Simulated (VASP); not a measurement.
# BaMn2Bi2: what a Hubbard U does to the moments, part 2 of 2

How do the moments of BaMn2Bi2 change with U? The starting structure is a cell with measured lattice constants from the literature and the atomic positions of a computed structure of the Materials Project. The reference starts from antiferromagnetic moments, in one pattern that fits into this cell.

VASP 6.6.1.

Results so far: PBEsol 3.86 μB on Mn; PBEsol+U (Mn d 1 eV) 4.06 μB on Mn.

### Step 4. Run with PBEsol+U (Mn d 2 eV) (continued)

Level of this step: PBEsol, DFT+U (Mn d 2 eV), spin-polarised from an antiferromagnetic start; plane waves and PAW (Bi_d, Ba_sv, Mn_pv) (VASP).

OUTCAR, selected parts (step 4):

```text
  Total       -0.5225051     -0.5225051     -0.7735612      0.0000000      0.0000000      0.0000000
  in kB       -5.6541415     -5.6541415     -8.3708737      0.0000000      0.0000000      0.0000000
  external PRESSURE =      -6.5597189 kB  Pullay stress =       0.0000000 kB

 POSITION                                       TOTAL-FORCE (eV/Angst)
 -----------------------------------------------------------------------------------
      0.00000     -4.49020     -5.38702         0.000000     -0.000000     -0.247307
     -2.24510     -2.24510     -1.95648        -0.000000      0.000000      0.247307
      0.00000      0.00000      0.00000         0.000000      0.000000      0.000000
     -2.24510     -4.49020     -3.67175        -0.000000     -0.000000      0.000000
      0.00000     -2.24510     -3.67175         0.000000      0.000000      0.000000
 -----------------------------------------------------------------------------------
    total drift:                                0.000000     -0.000000     -0.000000

  FREE ENERGIE OF THE ION-ELECTRON SYSTEM (eV)
  ---------------------------------------------------
  free  energy   TOTEN  =       -28.9099559910 eV

  energy  without entropy=      -28.9113454449  energy(sigma->0) =      -28.91041914

 magnetization (x)
# of ion       s       p       d       tot
------------------------------------------
    1        0.000   0.000   0.000   0.000
    2        0.000   0.000   0.000   0.000
    3        0.000   0.000   0.000   0.000
    4        0.053   0.052   4.106   4.211
    5       -0.053  -0.052  -4.106  -4.211
--------------------------------------------------
tot          0.000   0.000  -0.000  -0.000

[... 2 parts as in an earlier step ...]

[... 1 further part left out ...]
[key lines of the parts left out:]
E-fermi :   5.3924
```

PBEsol+U (Mn d 2 eV): the moments inside the Mn spheres have a mean size of 4.21 μB, and the cell carries 0.00 μB, with a gap of 0.26 eV on the mesh.

### Step 5. Run with PBEsol+U (Mn d 4 eV)

Against step 2 the input has LDAU = .TRUE., LDAUTYPE = 2, LDAUL = -1 -1 2, LDAUU = 0 0 4, LDAUJ = 0 0 0 and LDAUPRINT = 1.

INCAR

```
SYSTEM = BaMn2Bi2
PREC = Accurate
ENCUT = 400
EDIFF = 1E-07
NELM = 200
ISMEAR = 1
SIGMA = 0.15
LREAL = .FALSE.
ALGO = Normal
GGA = PS
NBANDS = 43
ISPIN = 2
MAGMOM = 0 0 0 4.8 -4.8
LDAU = .TRUE.
LDAUTYPE = 2
LDAUL = -1 -1 2
LDAUU = 0 0 4
LDAUJ = 0 0 0
LDAUPRINT = 1
LASPH = .TRUE.
LMAXMIX = 4
LORBIT = 11
LWAVE = .FALSE.
LCHARG = .FALSE.
KPAR = 8
```

POSCAR

```
BaMn2Bi2
1.0
    0.0000000000     -4.4902000000      0.0000000000
   -4.4902000000      0.0000000000      0.0000000000
    2.2451000000     -2.2451000000     -7.3435000000
Bi Ba Mn
2 1 2
Direct
    0.6332120000      0.3667880000      0.7335760000
    0.3667880000      0.6332120000      0.2664240000
    0.0000000000      0.0000000000      0.0000000000
    0.7500000000      0.7500000000      0.5000000000
    0.2500000000      0.2500000000      0.5000000000
```

KPOINTS

```
Automatic mesh
0
Gamma
8 8 8
0 0 0
```

The projector-augmented-wave data sets are Bi_d, Ba_sv and Mn_pv (PBE family, release 64).

Started as:

```sh
$ mpirun -np 8 vasp_std
```

Output:

```text
[... set-up lines as in an earlier step ...]
 entering main loop
       N       E                     dE             d eps       ncg     rms          rms(c)
DAV:   1     0.730309232811E+03    0.73031E+03   -0.30668E+04 10319   0.147E+03
DAV:   2     0.496280614300E+02   -0.68068E+03   -0.65872E+03 10355   0.460E+02
DAV:   3    -0.238358902293E+02   -0.73464E+02   -0.71446E+02 11620   0.168E+02
DAV:   4    -0.273503252661E+02   -0.35144E+01   -0.34743E+01 13517   0.375E+01
[...]
DAV:  17    -0.274883740458E+02    0.13956E-06   -0.10811E-07  8737   0.243E-03    0.555E-04
DAV:  18    -0.274883741587E+02   -0.11287E-06   -0.30395E-08  6168   0.111E-03    0.270E-04
DAV:  19    -0.274883741777E+02   -0.18983E-07   -0.79291E-09  6007   0.663E-04
   1 F= -.27488374E+02 E0= -.27488789E+02  d E =0.124449E-02  mag=    -0.0000
```

It took 2.3 min on 8 MPI ranks of Intel Xeon Platinum 8488C (Sapphire Rapids), shared host; peak memory 4.2 GiB.

Parts of OUTCAR (step 5):

```text
  Total        1.1716380      1.1716380      0.9308145      0.0000000      0.0000000      0.0000000
  in kB       12.6785489     12.6785489     10.0725459      0.0000000      0.0000000      0.0000000
  external PRESSURE =      11.8098812 kB  Pullay stress =       0.0000000 kB

 POSITION                                       TOTAL-FORCE (eV/Angst)
 -----------------------------------------------------------------------------------
      0.00000     -4.49020     -5.38702         0.000000     -0.000000     -0.643958
     -2.24510     -2.24510     -1.95648        -0.000000      0.000000      0.643958
      0.00000      0.00000      0.00000        -0.000000     -0.000000      0.000000
     -2.24510     -4.49020     -3.67175        -0.000000      0.000000      0.000000
      0.00000     -2.24510     -3.67175         0.000000     -0.000000     -0.000000
 -----------------------------------------------------------------------------------
    total drift:                                0.000000     -0.000000     -0.000000

  FREE ENERGIE OF THE ION-ELECTRON SYSTEM (eV)
  ---------------------------------------------------
  free  energy   TOTEN  =       -27.4883741777 eV

  energy  without entropy=      -27.4896186673  energy(sigma->0) =      -27.48878901

 magnetization (x)
# of ion       s       p       d       tot
------------------------------------------
    1        0.000   0.000   0.000   0.000
    2        0.000   0.000   0.000   0.000
    3        0.000   0.000   0.000   0.000
    4        0.055   0.056   4.314   4.425
    5       -0.055  -0.056  -4.314  -4.425
--------------------------------------------------
tot         -0.000   0.000   0.000  -0.000

[... 2 parts as in an earlier step ...]

[... 1 further part left out ...]
[key lines of the parts left out:]
E-fermi :   5.4917
```

PBEsol+U (Mn d 4 eV): the moments inside the Mn spheres have a mean size of 4.42 μB, and the cell carries 0.00 μB, with a gap of 0.27 eV on the mesh.

### Step 6. All runs side by side

| run | mean size of the moment on Mn (μB) | cell (μB) | gap on the mesh (eV) | core minutes |
| --- | --- | --- | --- | --- |
| PBEsol | 3.86 | 0.0 | 0.16 | 19.7 |
| PBEsol+U (Mn d 1 eV) | 4.06 | 0.0 | 0.23 | 17.7 |
| PBEsol+U (Mn d 2 eV) | 4.21 | 0.0 | 0.26 | 17.5 |
| PBEsol+U (Mn d 4 eV) | 4.42 | 0.0 | 0.27 | 18.4 |

Core minutes are wall time times ranks of the run shown, on a shared host.

### Step 7. Summary of results

- mean size of the moment on Mn, PBEsol: 3.86 μB
- mean size of the moment on Mn, PBEsol+U (Mn d 1 eV): 4.06 μB
- mean size of the moment on Mn, PBEsol+U (Mn d 2 eV): 4.21 μB
- mean size of the moment on Mn, PBEsol+U (Mn d 4 eV): 4.42 μB

**Reading.** In order of rising U the Mn moment is 3.86, 4.06, 4.21, 4.42 μB and the gap on the mesh 0.163 eV, 0.233 eV, 0.262 eV, 0.265 eV. DFT+U can end in one of several states, and no search among them was made. Orbital moments aren't included. Experiment finds antiferromagnetic order in this phase at low temperature (arxiv:1310.7317), which need not be an order tried here. Moments are counted inside the PAW spheres, so the part between the atoms is missing from them. The magnetic order was set by hand and not searched for; longer or canted orders weren't tried. Further runs on this material are not shown.

[Lines on the potential files, build, host, timing and source positions are cut from VASP's logs without a mark.]

[Logs are printed without paths, hosts, clocks, repeated set-up lines and the standing remarks that a program may print on its own settings, such as how far it seeks lower states.]

[Hosts, paths, dates, database ids (printed as entryN), source tags and the programs' standing remarks are cut or masked in the printed files.]
